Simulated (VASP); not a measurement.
Input:

```yaml
crystal:
  lattice:
    - [1.36106, -2.35742, 0.00000]
    - [1.36106, 2.35742, 0.00000]
    - [0.00000, 0.00000, 4.28966]
  atoms:
    - { symbol: Ru, position: [0.33333, 0.66667, 0.25000] }
    - { symbol: Ru, position: [0.66667, 0.33333, 0.75000] }
```

Computed with PBE GGA, VASP's PBE PAW potentials (set 64) (plane waves; VASP 6.6.1). Run with 520 eV cut-off, 17×17×10 Γ-centred mesh, tetrahedra with Blöchl corrections, potentials Ru_pv.

### Question
Estimate the energy per atom (σ→0), band gap (on the k-mesh) with the smallest direct gap where there is one.

### Answer

The band gap (on the k-mesh) is none (metal, semimetal or under 0.01 eV) and the energy per atom (σ→0) comes out as -9.233 eV/atom.

The absolute energy has meaning only against runs of the same code, potentials and settings.

The compound is Ru in the hcp structure. It was relaxed first.
